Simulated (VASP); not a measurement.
# LuNiC2 with PBEsol + U: from relaxation to properties, part 4 of 11

What structure does LuNiC2 take at this level, and what are its properties? Left out of this account: 1 further run (optics: it diverged and was aborted). The start is a computed cell from the Materials Project.

VASP 6.6.1, plane waves and PAW; the level of theory is named at each step.

Still holding for the runs below: The data set Lu_3 holds the 4f electrons frozen in the core, so no f bands or f moments appear. A U on the itinerant d states of such a compound is hard to justify; it moves the bands at the Fermi level.

So far. Step 4 (Magnetic order: antiferromagnetic, q = (1/2, 1/2, 1/2)): The energy lies +0.5 meV an atom from the first pattern, a difference of sampling, since both runs hold the same state. The moments fall under 0.1 μB, and the mesh shows no gap.

### 5. Magnetic order: antiferromagnetic, q = (1/2, 1/2, 0)

Level of this step: PBEsol, DFT+U (Ni d 4 eV), spin-polarised from an antiferromagnetic start, 4f electrons in the core; plane waves and PAW (Lu_3, Ni, C) (VASP).

Next, a pattern with opposite moments, which needs a doubled cell; q is given in the reciprocal vectors of the primitive cell.

Input file INCAR:

```
SYSTEM = LuNiC2
PREC = Accurate
ENCUT = 520
EDIFF = 1E-06
NELM = 100
ISMEAR = 0
SIGMA = 0.05
LREAL = .FALSE.
ALGO = Normal
GGA = PS
NBANDS = 39
ISPIN = 2
MAGMOM = 0 0 1 -1 0 0 0 0
LDAU = .TRUE.
LDAUTYPE = 2
LDAUL = -1 2 -1
LDAUU = 0 4 0
LDAUJ = 0 0 0
LDAUPRINT = 1
LASPH = .TRUE.
LMAXMIX = 4
LORBIT = 11
LWAVE = .FALSE.
LCHARG = .FALSE.
KPAR = 8
ISIF = 2
```

Input file POSCAR:

```
LuNiC2
1.0
    6.8954063800      0.0000000000      0.0000000000
    3.4477031900      2.2283648400      2.9569991500
    0.0000000000     -2.2283648400      2.9569991500
Lu Ni C
2 2 4
Direct
    0.5008835650      0.9982328700      0.9982328700
    0.0008835650      0.9982328700      0.9982328700
    0.0555473850      0.3889052300      0.3889052300
    0.5555473850      0.3889052300      0.3889052300
    0.8234639700      0.8530720600      0.5447908500
    0.3234639700      0.8530720600      0.5447908500
    0.9776045750      0.5447908500      0.8530720600
    0.4776045750      0.5447908500      0.8530720600
```

Input file KPOINTS:

```
Automatic mesh
0
Gamma
6 6 6
0 0 0
```

Potentials, in the order of the species: Lu_3, Ni and C (PBE family, release 64).

The run is started by

```bash
> mpirun -np 8 vasp_std
```

Log:

```text
[... set-up lines as in an earlier step ...]
 entering main loop
       N       E                     dE             d eps       ncg     rms          rms(c)
DAV:   1     0.363177187356E+03    0.36318E+03   -0.23254E+04 18662   0.168E+03
DAV:   2    -0.251611728785E+02   -0.38834E+03   -0.36842E+03 19808   0.671E+02
DAV:   3    -0.656057081860E+02   -0.40445E+02   -0.39392E+02 20938   0.181E+02
DAV:   4    -0.670953992325E+02   -0.14897E+01   -0.14775E+01 19184   0.238E+01
DAV:   5    -0.671349329373E+02   -0.39534E-01   -0.39407E-01 17932   0.495E+00    0.470E+01
DAV:   6    -0.753569125038E+02   -0.82220E+01   -0.11637E+02 18842   0.164E+02    0.486E+01
DAV:   7    -0.588524097353E+02    0.16505E+02   -0.48415E+01 16928   0.115E+02    0.189E+01
DAV:   8    -0.596794214728E+02   -0.82701E+00   -0.12286E+01 20704   0.394E+01    0.163E+01
DAV:   9    -0.592415794399E+02    0.43784E+00   -0.38720E+00 15990   0.306E+01    0.523E+00
DAV:  10    -0.592378523357E+02    0.37271E-02   -0.52749E-01 20746   0.944E+00    0.296E+00
DAV:  11    -0.592179475891E+02    0.19905E-01   -0.50500E-02 16590   0.284E+00    0.192E+00
DAV:  12    -0.592128295041E+02    0.51181E-02   -0.18115E-02 19980   0.134E+00    0.108E+00
DAV:  13    -0.592103187008E+02    0.25108E-02   -0.40950E-03 17348   0.901E-01    0.396E-01
DAV:  14    -0.592100326278E+02    0.28607E-03   -0.16712E-03 18826   0.375E-01    0.215E-01
DAV:  15    -0.592099734376E+02    0.59190E-04   -0.20931E-04 19410   0.148E-01    0.113E-01
DAV:  16    -0.592099527548E+02    0.20683E-04   -0.60700E-05 20028   0.103E-01    0.248E-02
DAV:  17    -0.592099541897E+02   -0.14349E-05   -0.14219E-05 16538   0.325E-02    0.693E-03
DAV:  18    -0.592099545547E+02   -0.36502E-06   -0.19158E-06  9518   0.130E-02
   1 F= -.59209955E+02 E0= -.59208897E+02  d E =-.211494E-02  mag=     0.0000
```

Run time: 89 s. Hardware: 8 MPI ranks of Intel Xeon 6975P-C (Granite Rapids), shared host; peak memory 4.3 GiB; 9.9 min of CPU time.

From OUTCAR (step 5):

```text
   k-points           NKPTS =     68   k-points in BZ     NKDIM =     68   number of bands    NBANDS=     39

   ENCUT  =  520.0 eV  38.22 Ry    6.18 a.u.  12.82  9.41  6.88*2*pi/ulx,y,z

   NELECT =      54.0000    total number of electrons

atom =   3  type =  2  l = 2

 onsite density matrix

spin component  1

  0.8791  0.0000 -0.0000 -0.0004 -0.0000
  0.0000  0.7582  0.0005  0.0000 -0.0002
 -0.0000  0.0005  0.8931 -0.0000  0.0144
 -0.0004  0.0000 -0.0000  0.9302  0.0000
 -0.0000 -0.0002  0.0144  0.0000  0.8895

spin component  2

 occupancies and eigenvectors

  o =  0.7582  v = -0.0000 -1.0000  0.0041 -0.0000 -0.0019  0.0000  0.0000  0.0000  0.0000  0.0000      0.0000  0.0000  0.0000  0.0000  0.0000  0.0000  0.0000  0.0000  0.0000  0.0000
  o =  0.7582  v =  0.0000  0.0000  0.0000  0.0000  0.0000  0.0000  1.0000 -0.0041  0.0000  0.0019      0.0000  0.0000  0.0000  0.0000  0.0000  0.0000  0.0000  0.0000  0.0000  0.0000
  o =  0.8768  v = -0.0000  0.0042  0.6609  0.0000 -0.7505  0.0000  0.0000  0.0000  0.0000  0.0000      0.0000  0.0000  0.0000  0.0000  0.0000  0.0000  0.0000  0.0000  0.0000  0.0000
  o =  0.8768  v =  0.0000  0.0000  0.0000  0.0000  0.0000  0.0000 -0.0042 -0.6609 -0.0000  0.7505      0.0000  0.0000  0.0000  0.0000  0.0000  0.0000  0.0000  0.0000  0.0000  0.0000
  o =  0.8791  v =  0.0000  0.0000  0.0000  0.0000  0.0000 -1.0000  0.0000 -0.0000 -0.0072 -0.0000      0.0000  0.0000  0.0000  0.0000  0.0000  0.0000  0.0000  0.0000  0.0000  0.0000
  o =  0.8791  v =  1.0000 -0.0000  0.0000  0.0072 -0.0000  0.0000  0.0000  0.0000  0.0000  0.0000      0.0000  0.0000  0.0000  0.0000  0.0000  0.0000  0.0000  0.0000  0.0000  0.0000
  o =  0.9058  v =  0.0000  0.0000  0.0000  0.0000  0.0000  0.0000  0.0018  0.7505 -0.0000  0.6609      0.0000  0.0000  0.0000  0.0000  0.0000  0.0000  0.0000  0.0000  0.0000  0.0000
  o =  0.9058  v = -0.0000  0.0018  0.7505  0.0000  0.6609  0.0000  0.0000  0.0000  0.0000  0.0000      0.0000  0.0000  0.0000  0.0000  0.0000  0.0000  0.0000  0.0000  0.0000  0.0000
  o =  0.9302  v =  0.0000  0.0000  0.0000  0.0000  0.0000 -0.0072 -0.0000  0.0000  1.0000  0.0000      0.0000  0.0000  0.0000  0.0000  0.0000  0.0000  0.0000  0.0000  0.0000  0.0000
  o =  0.9302  v = -0.0072 -0.0000 -0.0000  1.0000 -0.0000  0.0000  0.0000  0.0000  0.0000  0.0000      0.0000  0.0000  0.0000  0.0000  0.0000  0.0000  0.0000  0.0000  0.0000  0.0000

atom =   4  type =  2  l = 2

 onsite density matrix

spin component  1

spin component  2

 occupancies and eigenvectors

  o =  0.7582  v =  0.0000  0.0000  0.0000  0.0000  0.0000 -0.0000 -1.0000  0.0041 -0.0000 -0.0019      0.0000  0.0000  0.0000  0.0000  0.0000  0.0000  0.0000  0.0000  0.0000  0.0000
  o =  0.7582  v = -0.0000 -1.0000  0.0041 -0.0000 -0.0019  0.0000  0.0000  0.0000  0.0000  0.0000      0.0000  0.0000  0.0000  0.0000  0.0000  0.0000  0.0000  0.0000  0.0000  0.0000
  o =  0.8768  v =  0.0000  0.0000  0.0000  0.0000  0.0000 -0.0000  0.0042  0.6609  0.0000 -0.7505      0.0000  0.0000  0.0000  0.0000  0.0000  0.0000  0.0000  0.0000  0.0000  0.0000
  o =  0.8768  v = -0.0000  0.0042  0.6609  0.0000 -0.7505  0.0000  0.0000  0.0000  0.0000  0.0000      0.0000  0.0000  0.0000  0.0000  0.0000  0.0000  0.0000  0.0000  0.0000  0.0000
  o =  0.8791  v =  1.0000 -0.0000  0.0000  0.0072 -0.0000  0.0000  0.0000  0.0000  0.0000  0.0000      0.0000  0.0000  0.0000  0.0000  0.0000  0.0000  0.0000  0.0000  0.0000  0.0000
  o =  0.8791  v =  0.0000  0.0000  0.0000  0.0000  0.0000  1.0000 -0.0000  0.0000  0.0072 -0.0000      0.0000  0.0000  0.0000  0.0000  0.0000  0.0000  0.0000  0.0000  0.0000  0.0000
  o =  0.9058  v = -0.0000  0.0018  0.7505  0.0000  0.6609  0.0000  0.0000  0.0000  0.0000  0.0000      0.0000  0.0000  0.0000  0.0000  0.0000  0.0000  0.0000  0.0000  0.0000  0.0000
  o =  0.9058  v =  0.0000  0.0000  0.0000  0.0000  0.0000 -0.0000  0.0018  0.7505  0.0000  0.6609      0.0000  0.0000  0.0000  0.0000  0.0000  0.0000  0.0000  0.0000  0.0000  0.0000
  o =  0.9302  v = -0.0072 -0.0000 -0.0000  1.0000 -0.0000  0.0000  0.0000  0.0000  0.0000  0.0000      0.0000  0.0000  0.0000  0.0000  0.0000  0.0000  0.0000  0.0000  0.0000  0.0000
  o =  0.9302  v =  0.0000  0.0000  0.0000  0.0000  0.0000 -0.0072 -0.0000 -0.0000  1.0000 -0.0000      0.0000  0.0000  0.0000  0.0000  0.0000  0.0000  0.0000  0.0000  0.0000  0.0000

 E-fermi :   6.6833

 spin component 1
 k-point     1 :       0.0000    0.0000    0.0000
  band No.  band energies     occupation
    ...
     23       4.3940      1.00000
     24       4.5130      1.00000
     25       5.0359      1.00000
     26       5.0717      1.00000
     27       5.2879      1.00000
     28       7.0778      0.00000
     29       7.1458      0.00000
     30       8.8761      0.00000
     31       9.2390      0.00000
     32       9.6840      0.00000
    ...

 k-point     2 :       0.1667   -0.0000    0.0000
  band No.  band energies     occupation
    ...
     23       4.2333      1.00000
     24       4.3252      1.00000
     25       5.0571      1.00000
     26       5.0796      1.00000
     27       5.4605      1.00000
     28       7.0515      0.00000
     29       7.4635      0.00000
     30       8.5900      0.00000
     31       8.8998      0.00000
     32       9.7612      0.00000
    ...

  Total       -3.2142504     -3.0187719     -4.4064475      0.0000000     -0.0034211      0.0000000
  in kB      -56.6712678    -53.2247364    -77.6911986      0.0000000     -0.0603183      0.0000000
  external PRESSURE =     -62.5290676 kB  Pullay stress =       0.0000000 kB

 POSITION                                       TOTAL-FORCE (eV/Angst)
 -----------------------------------------------------------------------------------
      6.89541      0.00000      5.90355        -0.000000      0.002197      0.011562
      3.44770      0.00000      5.90355        -0.000000      0.002197      0.011562
      1.72385      0.00000      2.29998         0.000000     -0.006004      0.142974
      5.17155      0.00000      2.29998         0.000000     -0.006004      0.142974
      8.61926      0.68696      4.13348        -0.000000      0.167852     -0.084909
      5.17155      0.68696      4.13348        -0.000000      0.167852     -0.084909
      8.61926     -0.68696      4.13348         0.000000     -0.164045     -0.069627
      5.17155     -0.68696      4.13348         0.000000     -0.164045     -0.069627
 -----------------------------------------------------------------------------------
    total drift:                                0.000098     -0.000487      0.000168

  FREE ENERGIE OF THE ION-ELECTRON SYSTEM (eV)
  ---------------------------------------------------
  free  energy   TOTEN  =       -59.2099545547 eV

  energy  without entropy=      -59.2078396179  energy(sigma->0) =      -59.20889709

 magnetization (x)
# of ion       s       p       d       tot
------------------------------------------
    1        0.000   0.000   0.000   0.000
    2        0.000   0.000   0.000   0.000
    3        0.000   0.000  -0.000  -0.000
    4       -0.000  -0.000   0.000   0.000
    5        0.000   0.000   0.000   0.000
    6       -0.000  -0.000   0.000  -0.000
    7        0.000   0.000   0.000   0.000
    8       -0.000  -0.000   0.000  -0.000
--------------------------------------------------
tot          0.000   0.000   0.000   0.000

[... 1 part as in an earlier step ...]

[... 14 further parts left out ...]
```

Numbers from this step:

```yaml
scf_cycles: 18
irreducible_k_points: 68
symmetry_operations: 2
free_energy_toten: -59.2100 eV
energy_at_zero_smearing: -59.2089 eV
fermi_energy: 6.683 eV
pressure: -6.253 GPa
```

Force by atom:

```csv
atom,x (eV/Å),y (eV/Å),z (eV/Å),size
Lu1,0.000,0.002,0.012,0.012
Lu2,0.000,0.002,0.012,0.012
Ni3,0.000,-0.006,0.143,0.143
Ni4,0.000,-0.006,0.143,0.143
C5,0.000,0.168,-0.085,0.188
C6,0.000,0.168,-0.085,0.188
C7,0.000,-0.164,-0.070,0.178
C8,0.000,-0.164,-0.070,0.178
```

The energy lies +1.1 meV an atom from the first pattern, a difference of sampling, since both runs hold the same state. The moments fall under 0.1 μB, and the mesh shows no gap.

### 6. The orders side by side

This step: collinear orders at PBEsol, DFT+U (Ni d 4 eV); plane waves and PAW (VASP 6.6.1).

This step runs nothing: it gathers the runs above.

Patterns, by row:

```
                                 start  atoms  energy less that of the first (meV/atom)  largest site moment (μB)     end state
                         ferromagnetic      4                                         0                         0  non-magnetic
    antiferromagnetic, q = (0, 0, 1/2)      8                                         0                         0  non-magnetic
antiferromagnetic, q = (1/2, 1/2, 1/2)      8                                       0.5                         0  non-magnetic
  antiferromagnetic, q = (1/2, 1/2, 0)      8                                       1.1                         0  non-magnetic
```

All patterns lost their moments. Runs that ended non-magnetic differ by up to 1.1 meV an atom among themselves, which is the error from the unlike meshes of the cells. The session goes on with moments started at or near zero.

[end of part 4 of 11]

[Lines on the potential files, build, host, timing and source positions are cut from VASP's logs without a mark.]

[Logs are printed without paths, hosts, clocks, repeated set-up lines and the standing remarks that a program may print on its own settings, such as how far it seeks lower states.]

[Hosts, paths, dates, database ids (printed as entryN), source tags and the programs' standing remarks are cut or masked in the printed files.]

[A measured line is paired with the nearest computed mode of its activity, which favours agreement.]

[In band tables of VASP the shares of atoms and orbitals are scaled to a sum of 1 inside the atoms' spheres.]
